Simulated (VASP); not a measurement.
InP:

```
In P
1.0
     0.00000    2.93050    2.93050
     2.93050    0.00000    2.93050
     2.93050    2.93050    0.00000
In P
1 1
Direct
  0.00000 0.00000 0.00000
  0.25000 0.25000 0.25000
```

| Item | Value |
| --- | --- |
| Program | VASP 6.6.1 |
| Task | relaxation of cell and atoms |
| Functional | PBE |
| Potentials or basis | VASP PAW PBE potentials, release 64 (In_d, P) |
| Cutoff | 520 eV |
| k mesh | 10 × 10 × 10 |
| Occupations | gaussian, width 0.02 eV |
| Spin | no spin polarisation |

At the start: pressure 3.3 GPa; volume 25.17 Å³/atom.

Where does the relaxation end?

Over 3 steps the energy falls by 12.4 meV/atom and the volume is 26.43 Å³/atom (+5.0 %); space group F-43m (No. 216, to 0.05 Å).

Step by step:
```tsv
step	energy change (eV)	largest force (eV/Å)	pressure (GPa)	volume (Å³)
1	0.0000	0.0000	3.29	50.33
2	-0.0190	0.0000	-1.38	54.19
3	-0.0248	0.0000	0.01	52.87
```

Final structure:
```
CELL_PARAMETERS angstrom
0.00000 2.97890 2.97890
2.97890 0.00000 2.97890
2.97890 2.97890 0.00000
ATOMIC_POSITIONS crystal
In 0.00000 0.00000 0.00000
P 0.25000 0.25000 0.25000
```
